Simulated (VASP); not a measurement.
Shape and ions are relaxed at each volume.

Input:

```cif
data_C2Si2
_chemical_formula_sum 'Si2 C2'
_space_group_name_H-M_alt 'P 1'
_space_group_IT_number 1
_cell_length_a 3.07728
_cell_length_b 3.07728
_cell_length_c 5.05235
_cell_angle_alpha 90.000
_cell_angle_beta 90.000
_cell_angle_gamma 120.000
loop_
_space_group_symop_operation_xyz
  'x, y, z'
loop_
_atom_site_label
_atom_site_type_symbol
_atom_site_fract_x
_atom_site_fract_y
_atom_site_fract_z
_atom_site_occupancy
Si1 Si 0.66667 0.33333 0.49964 1
Si2 Si 0.33333 0.66667 0.99964 1
C1 C 0.66667 0.33333 0.87536 1
C2 C 0.33333 0.66667 0.37536 1
```

The numbers are results of PBEsol GGA, VASP's PBE PAW potentials (set 64) (plane waves; VASP 6.6.1), not measurements. Run with 520 eV cut-off, 8×8×5 Γ-centred mesh, Gaussian smearing of 0.050 eV, potentials Si C.

Q: Give the energy at these volumes per atom, relative to the lowest: 9.73, 10.05, 10.36, 10.67, 10.98 Å³.

A: 28.7, 6.9, 0.0, 6.1, 23.3 meV/atom. A third-order Birch-Murnaghan fit gives B0 = 222 GPa and B0′ = 3.9.

The compound is SiC in the wurtzite structure, the rare 2H polytype. It was relaxed first.
